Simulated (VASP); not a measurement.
## Rb2In: equation of state with PBE

Crystal: Rb2In.

```xyz
3
Lattice="0.0000 4.5766 4.5766 4.5766 0.0000 4.5766 4.5766 4.5766 0.0000" Properties=species:S:1:pos:R:3 pbc="T T T"
Rb    2.2883    2.2883    2.2883
Rb    6.8649    6.8649    6.8649
In    0.0000    0.0000    0.0000
```

The cell was built by a generator and needn't be a form met in nature.

```yaml
Program: VASP 6.6.1
Task: equation of state
Functional: PBE
Potentials_or_basis: VASP PAW PBE potentials, release 64 (Rb_sv, In_d)
Cutoff: 520 eV
k_mesh: 5 × 5 × 5
Occupations: fermi-dirac, width 0.05 eV
Spin: no spin polarisation
```

| Property | Result |
| --- | --- |
| Equilibrium volume | 64.28 Å³/atom |
| Bulk modulus | 5.5 GPa |
| Pressure derivative of the bulk modulus | 4.2 |

Energy against volume, from the lowest point:
```tsv
volume (Å³/atom)	energy (meV/atom)
60.072	5.27
61.350	2.45
62.628	0.72
63.906	0.00
65.184	0.17
66.462	1.16
67.741	2.87
```

All runs of the series together: 4.2 min on 1 thread of Intel(R) Xeon(R) 6975P-C (Granite Rapids), with other jobs on the host.
